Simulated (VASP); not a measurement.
# CsGa3 in VASP: notebook

The runs below take CsGa3 through single point, with PBE.

All numbers are computed with VASP 6.6.1; they aren't measurements. Logs are shortened: lines on timing, memory, paths and dates and some standing lists are left out, and cuts for length are marked.

**1. Starting point**

The cell holds a amorphous, 12 atoms: a = 7.674 Å, b = 6.038 Å, c = 8.259 Å, α = 85.41°, β = 102.62°, γ = 80.88°.

The cell was built by a generator and needn't be a form met in nature.

**2. Single point, PBE**

Input file INCAR:

```
ALGO = Fast ; EDIFF = 1E-6
ENCUT = 520 ; GGA = PE
ISIF = 2 ; ISMEAR = -1
LASPH = True ; LCHARG = True
LELF = True ; LREAL = False
LVHAR = True ; LWAVE = False
NBANDS = 84 ; NELM = 100
PREC = Accurate ; SIGMA = 0.1
```

Input file KPOINTS:

```
k-points
0
Gamma
  2 3 2
```

Input file POSCAR:

```
CsGa3
1.0
    7.4560640000      0.4716220000     -1.7530520000
    0.7035170000      5.9827390000      0.4133570000
    0.0786300000      0.0867050000      8.2577270000
Ga Cs
9 3
Direct
    0.8383775862      0.7413206782      0.1530886662
    0.8281725832      0.3815988683      0.3638678101
    0.8712008487      0.7696569428      0.7864933420
    0.3893385849      0.8796655891      0.4912488456
    0.6363222774      0.1149659756      0.5992732686
    0.9575451848      0.9454319037      0.4111331854
    0.6711649856      0.5435280754      0.5861970232
    0.0983188030      0.3766890748      0.6942076080
    0.5560809386      0.9784119873      0.2373962421
    0.3230763416      0.7678120702      0.8941914806
    0.2569458239      0.4281513269      0.3251145312
    0.8444788122      0.2577563260      0.9713210293
```

Potentials or basis: VASP PAW PBE potentials, release 64 (Ga_d, Cs_sv).

Launch:

```console
$ cat potpaw_PBE.64/Ga_d/POTCAR potpaw_PBE.64/Cs_sv/POTCAR > POTCAR
$ mpirun -np 1 vasp_std > vasp.out
```

OUTCAR:

```text
EDIFF = 1E-6
   ENCUT = 520
   GGA = PE
   ISIF = 2
   ISMEAR = -1
   LASPH = True
   LREAL = False
   NELM = 100
   PREC = Accurate

 ion  position               nearest neighbor table
   1  0.838  0.741  0.153-   6 2.61   9 2.66   2 2.69
   2  0.828  0.382  0.364-   7 2.58   6 2.63   1 2.69
   3  0.871  0.770  0.786-   7 2.62   5 2.66
   4  0.389  0.880  0.491-   5 2.59   7 2.65   9 2.76
   5  0.636  0.115  0.599-   4 2.59   7 2.64   3 2.66
   6  0.958  0.945  0.411-   1 2.61   2 2.63
   7  0.671  0.544  0.586-   2 2.58   3 2.62   5 2.64   4 2.65
   8  0.098  0.377  0.694-
   9  0.556  0.978  0.237-   1 2.66   4 2.76
  10  0.323  0.768  0.894-
  11  0.257  0.428  0.325-
  12  0.844  0.258  0.971-

  LATTYP: Found a triclinic cell.
 ALAT       =     8.2585565107
 B/A-ratio  =     1.5064955458
 C/A-ratio  =     1.5245022414
 COS(alpha) =     0.0380505808
 COS(beta)  =     0.5611073378
 COS(gamma) =     0.7985780340

  Lattice vectors:

 A1 = (  -0.0786300000,  -0.0867050000,  -8.2577270000)
 A2 = (   7.3774340000,   0.3849170000, -10.0107790000)
 A3 = (  -8.2382110000,  -6.5410660000,  -6.9180320000)

Analysis of symmetry for initial positions (statically):
=====================================================================
 Subroutine PRICEL returns:
 Original cell was already a primitive cell.

 Routine SETGRP: Setting up the symmetry group for a
 triclinic supercell.

 Subroutine GETGRP returns: Found  1 space group operations
 (whereof  1 operations were pure point group operations)
 out of a pool of  2 trial point group operations.

The static configuration has the point symmetry C_1 .

Analysis of symmetry for dynamics (positions and initial velocities):
=====================================================================
 Subroutine PRICEL returns:
 Original cell was already a primitive cell.

 Routine SETGRP: Setting up the symmetry group for a
 triclinic supercell.

 Subroutine GETGRP returns: Found  1 space group operations
 (whereof  1 operations were pure point group operations)
 out of a pool of  2 trial point group operations.

[... 101 lines left out ...]
   ENCUT  =  520.0 eV  38.22 Ry    6.18 a.u.  14.27 11.23 15.36*2*pi/ulx,y,z
   NELM   =    100;   NELMIN=  2; NELMDL= -5     # of ELM steps
   EDIFF  = 0.1E-05   stopping-criterion for ELM
   LREAL  =      F    real-space projection
[... 7 lines left out ...]
   TEBEG  =    0.0;   TEEND  =   0.0 temperature during run
   PSTRESS=    0.0 pullay stress
   NELECT =     144.0000    total number of electrons
   NUPDOWN=      -1.0000    fix difference up-down
   EMIN   =  10.00;   EMAX   =-10.00  energy-range for DOS
   EFERMI =   0.00;   METHOD = LEGACY
   ISMEAR =    -1;   SIGMA  =   0.10  broadening in eV -4-tet -1-fermi 0-gaus
   EFERMI_NEDOS =   21; number of points for ismear=-14 and -15
   IALGO  =     68    algorithm
   IMIX   =      4    mixing-type and parameters
     AMIX     =   0.40;   BMIX     =  1.00
     AMIX_MAG =   1.60;   BMIX_MAG =  1.00
  volume/ion in A,a.u.               =      30.51       205.87
  Fermi-wavevector in a.u.,A,eV,Ry     =   1.199505  2.266736 19.576228  1.438812
  Thomas-Fermi vector in A             =   2.335366
   LORBIT       =      0    0 simple, 1 ext, 2 COOP (PROOUT), +10 PAW based schemes
   GGA     = PE    functional components
   LHFCALC =     F    Hartree Fock is set to
   AEXX    =    0.0000 exact exchange contribution
   IVDW    =     0    specifies the selected vdW correction
   LEPSILON=     F    determine dielectric tensor
   LRPA    =     F    only Hartree local field effects (RPA)
 non-spin polarized calculation
 RMM-DIIS sequential band-by-band and
  energy-cutoff  :      520.00
  volume of cell :      366.08
 maximum number of plane-waves:      9869
 NGX is ok and might be reduce to    60
   NGX = 29   NGY = 23   NGZ = 31

 number of electron     144.0000007 magnetization

 Free energy of the ion-electron system (eV)
  ---------------------------------------------------
  ext. energy  EPLUGINS =         0.00000000
  ---------------------------------------------------
  free energy    TOTEN  =       -27.17624924 eV

  energy without entropy =      -26.95313083  energy(sigma->0) =      -27.06469003

 E-fermi :   2.9646     XC(G=0):  -8.9176

 val. band max:        2.9586206462   @ k =  -0.0000   0.0000   0.5000
 cond. band min:       3.0011279150   @ k =   0.5000   0.3333   0.5000
 fundamental gap:      0.0425072687
 Fermi energy:         2.9645861326

 k-point     1 :       0.0000    0.0000    0.0000
  band No.  band energies     occupation
      1     -19.5423      2.00000
      2     -19.2392      2.00000
      3     -19.1318      2.00000
      4     -12.1057      2.00000
      5     -12.0908      2.00000
      6     -12.0762      2.00000
[... 685 lines left out ...]
     83       6.3285      0.00000
     84       6.7712      0.00000

------------------------ aborting loop because EDIFF is reached ----------------------------------------

  FORCE on cell =-STRESS in cart. coord.  units (eV):
  Direction    XX          YY          ZZ          XY          YZ          ZX
  --------------------------------------------------------------------------------------
  -------------------------------------------------------------------------------------
  Total        2.3447571      5.6221847      1.6803788      0.8572092      2.7222318      1.1102175
  in kB       10.2618964     24.6056515      7.3542258      3.7516004     11.9139249      4.8588985
  external PRESSURE =      14.0739246 kB  Pullay stress =       0.0000000 kB

 VOLUME and BASIS-vectors are now :
 -----------------------------------------------------------------------------
  energy-cutoff  :      520.00
  volume of cell :      366.08
      direct lattice vectors                 reciprocal lattice vectors
     7.456064000  0.471622000 -1.753052000     0.134854232 -0.015780389 -0.001118389
     0.703517000  5.982739000  0.413357000    -0.011053538  0.168562332 -0.001664630
     0.078630000  0.086705000  8.257727000     0.029181824 -0.011787779  0.120944600

 POSITION                                       TOTAL-FORCE (eV/Angst)
 -----------------------------------------------------------------------------------
      6.78457      4.84380      0.10087        -0.384623     -0.182733     -0.035270
      6.47198      2.70514      1.71063        -0.226651      0.017238      0.458217
      7.09904      5.08373      5.28553        -0.305962     -0.096948     -0.472856
      3.56042      5.48902      3.73768        -0.050338      0.015528     -0.077331
      4.87246      1.03987      3.88065         0.378436     -0.024310     -0.591588
      7.83697      6.14352      2.10720         0.317914      0.022196      0.717192
      5.43272      3.61915      3.88874        -0.124632      0.252703     -0.304892
      1.05266      2.36019      5.71593        -0.765487      0.163785     -0.459951
      4.85317      6.13643      1.38995         0.513390     -0.092273      0.754345
      3.01936      4.82352      7.13500         0.512814      0.130681      0.005061
      2.24258      2.71089      2.41125         0.135188      0.062245     -0.537002
      6.55420      2.02458      6.64703        -0.000050     -0.268112      0.544074
 -----------------------------------------------------------------------------------
    total drift:                               -0.002982      0.001227      0.000276

  FREE ENERGIE OF THE ION-ELECTRON SYSTEM (eV)
  ---------------------------------------------------
  free  energy   TOTEN  =       -27.1762492377 eV

  energy  without entropy=      -26.9531308264  energy(sigma->0) =      -27.06469003
```

Run time: 3.1 min. Hardware: 1 thread of Intel Xeon 6975P-C (Granite Rapids), shared host; peak memory 0.53 GiB.

What came out:

* Free energy: -27.1762 eV
* Pressure: 1.4 GPa
* Largest force: 0.917 eV/Å
* Band gap on the k mesh: none (metal or under the smearing width)

Forces on the atoms (eV/Å):
```
Ga  -0.385 -0.183 -0.035
Ga  -0.227  0.017  0.458
Ga  -0.306 -0.097 -0.473
Ga  -0.050  0.016 -0.077
Ga   0.378 -0.024 -0.592
Ga   0.318  0.022  0.717
Ga  -0.125  0.253 -0.305
Ga  -0.765  0.164 -0.460
Ga   0.513 -0.092  0.754
Cs   0.513  0.131  0.005
Cs   0.135  0.062 -0.537
Cs   0.000 -0.268  0.544
```

Caveat: the k mesh is coarse (spacing up to 0.43 Å⁻¹), so the values aren't converged. The run has no spin-orbit coupling, so splittings on Cs are missing.

[end of part 1 of 2]
